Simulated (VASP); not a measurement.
The system is KCdCO3F.

```
K Cd C O F
1.0
     5.13240    0.00000    0.00000
    -2.56620    4.44479    0.00000
     0.00000    0.00000    4.43240
K Cd C O F
1 1 1 3 1
Direct
  0.00000 0.00000 0.00000
  0.66667 0.33333 0.50000
  0.33333 0.66667 0.50000
  0.19250 0.38500 0.50000
  0.19250 0.80750 0.50000
  0.61500 0.80750 0.50000
  0.66667 0.33333 0.00000
```

```yaml
Program: VASP 6.6.1
Task: relaxation of cell and atoms
Functional: r2SCAN
Potentials_or_basis: VASP PAW PBE potentials, release 64 (K_sv, Cd, C, O, F)
Cutoff: 600 eV
k_mesh: 6 × 6 × 6
Occupations: gaussian, width 0.02 eV
Spin: no spin polarisation
```

At the start: pressure 3.2 GPa; volume 14.44 Å³/atom.

Q: Where does the relaxation end?

A: Over 18 steps the energy falls by 28.7 meV/atom and the volume is 13.97 Å³/atom (-3.3 %); space group P-6m2 (No. 187, to 0.05 Å).

Step by step:
| step | energy change (eV) | largest force (eV/Å) | pressure (GPa) | volume (Å³) |
| --- | --- | --- | --- | --- |
| 1 | 0.0000 | 3.0785 | 3.16 | 101.11 |
| 2 | 1.4337 | 6.1449 | -14.67 | 105.31 |
| 3 | -0.1554 | 0.0722 | -2.74 | 102.00 |
| 4 | -0.1567 | 0.1279 | -2.36 | 101.93 |
| 5 | -0.1567 | 0.1761 | -2.27 | 101.91 |
| 6 | -0.1879 | 0.1308 | -0.92 | 99.49 |
| 7 | -0.1960 | 0.0915 | 0.29 | 97.62 |
| 8 | -0.1982 | 0.1703 | -0.25 | 97.71 |
| 9 | -0.1982 | 0.1861 | -0.29 | 97.71 |
| 10 | -0.1994 | 0.1439 | -0.20 | 97.69 |
| 11 | -0.2010 | 0.0162 | 0.06 | 97.63 |
| 12 | -0.2010 | 0.0081 | 0.08 | 97.63 |
| 13 | -0.2010 | 0.0117 | 0.07 | 97.63 |
| 14 | -0.2010 | 0.0081 | 0.06 | 97.65 |
| 15 | -0.2010 | 0.0024 | 0.04 | 97.72 |
| 16 | -0.2010 | 0.0067 | 0.02 | 97.74 |
| 17 | -0.2010 | 0.0050 | -0.01 | 97.76 |
| 18 | -0.2010 | 0.0013 | 0.00 | 97.76 |

Final structure:
```
CELL_PARAMETERS angstrom
5.04719 0.00000 0.00000
-2.52359 4.37099 0.00000
0.00000 0.00000 4.43114
ATOMIC_POSITIONS crystal
K 0.00000 0.00000 0.00000
Cd 0.66667 0.33333 0.50000
C 0.33333 0.66667 0.50000
O 0.18598 0.37197 0.50000
O 0.18598 0.81402 0.50000
O 0.62803 0.81402 0.50000
F 0.66667 0.33333 0.00000
```

Caveat: the standard files for N, O and F lose accuracy on very short bonds; the PAW data sets were made with another functional, which shifts forces and pressure a little.
